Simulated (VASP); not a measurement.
These are PBE GGA, VASP's PBE PAW potentials (set 64) (plane waves; VASP) values and carry that method's errors.

Input for VASP

### KPOINTS
```
Regular mesh
0
gamma
 14 14 14
```

INCAR:
```
SYSTEM = Pt
PREC = Accurate; ENCUT = 550; LREAL = F
LASPH = T
EDIFF = 1E-6; NELM = 100; ALGO = Normal
LMAXMIX = 6
ISMEAR = 1; SIGMA = 0.1
GGA = PE
ISIF = 2
LWAVE = F; LCHARG = F
```

### POSCAR
```
Pt
1
    0.0000000000     1.9992000000     1.9992000000
    1.9992000000     0.0000000000     1.9992000000
    1.9992000000     1.9992000000     0.0000000000
Pt
1
Direct
  0.0000000000   0.0000000000   0.0000000000
```

POTCAR, in this order: Pt (PBE.64 set). Program: vasp_std.

Unless said otherwise, spin-orbit coupling is left out, though it shifts the bands of the heavy elements here.

**Question.** What does the run give for the energy per atom (σ→0), pressure, band gap (on the k-mesh)?

**Answer.** 
```
Item                                                        Result
------------------------  ----------------------------------------
energy per atom (σ→0)                           -588.4 kJ/mol-atom
band gap (on the k-mesh)  none (metal, semimetal or under 0.01 eV)
pressure                                                 -5.70 GPa
```

OSZICAR:
```
...
DAV:   5    -0.648100679707E+01   -0.99678E-05   -0.99678E-05  2124   0.932E-02    0.109E+01
DAV:   6    -0.613473515536E+01    0.34627E+00   -0.99473E-01  1911   0.889E+00    0.574E+00
DAV:   7    -0.610158642750E+01    0.33149E-01   -0.13544E-01  2024   0.319E+00    0.242E+00
DAV:   8    -0.609855641470E+01    0.30300E-02   -0.36097E-03  2014   0.578E-01    0.449E-01
DAV:   9    -0.609843090546E+01    0.12551E-03   -0.49548E-05  1992   0.740E-02    0.185E-02
DAV:  10    -0.609843545663E+01   -0.45512E-05   -0.20937E-06  2165   0.151E-02    0.309E-03
DAV:  11    -0.609843543564E+01    0.20993E-07   -0.45921E-08  1010   0.210E-03
   1 F= -.60984354E+01 E0= -.60985626E+01  d E =0.381516E-03
```

The compound is Pt in the fcc structure. The cell was not relaxed at this level. The run is one of a series of settings (ENCUT = 550 against the base run), some of them coarse on purpose.
